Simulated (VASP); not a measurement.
The system is AlFe.

```
Al Fe
1.0
     2.84551    0.00000    0.00000
     0.00000    2.84551    0.00000
     0.00000    0.00000    2.84551
Al Fe
1 1
Direct
  0.00000 0.00000 0.00000
  0.50000 0.50000 0.50000
```

The cell comes from a database or a generator and needn't be the stable form of this composition.

```yaml
Program: VASP 6.6.1
Task: relaxation of cell and atoms
Functional: PBE
Potentials_or_basis: VASP PAW PBE potentials, release 64 (Al, Fe)
Cutoff: 600 eV
k_mesh: 6 × 6 × 6
Occupations: gaussian, width 0.1 eV
Spin: collinear spin, typed start
Starting_moments: "[0.0, 0.81] μB"
```

At the start: pressure 5.7 GPa; volume 11.52 Å³/atom.

Q: How do energy, volume and symmetry change on relaxing?

A: Over 3 steps the energy falls by 6.1 meV/atom and the volume is 11.87 Å³/atom (+3.1 %); space group Pm-3m (No. 221, to 0.05 Å); moment 0.73 μB per cell.

Step by step:
```
step  energy change (eV)  largest force (eV/Å)  pressure (GPa)  volume (Å³)
   1              0.0000                0.0000            5.71        23.04
   2             -0.0018                0.0000           -4.71        24.44
   3             -0.0123                0.0000            0.01        23.75
```

Final structure:
```yaml
crystal:
  lattice:
    - [2.87444, 0.00000, 0.00000]
    - [0.00000, 2.87444, 0.00000]
    - [0.00000, 0.00000, 2.87444]
  atoms:
    - { symbol: Al, position: [0.00000, 0.00000, 0.00000] }
    - { symbol: Fe, position: [0.50000, 0.50000, 0.50000] }
```

Caveat: the k mesh is coarse (spacing up to 0.37 Å⁻¹), so the values aren't converged.
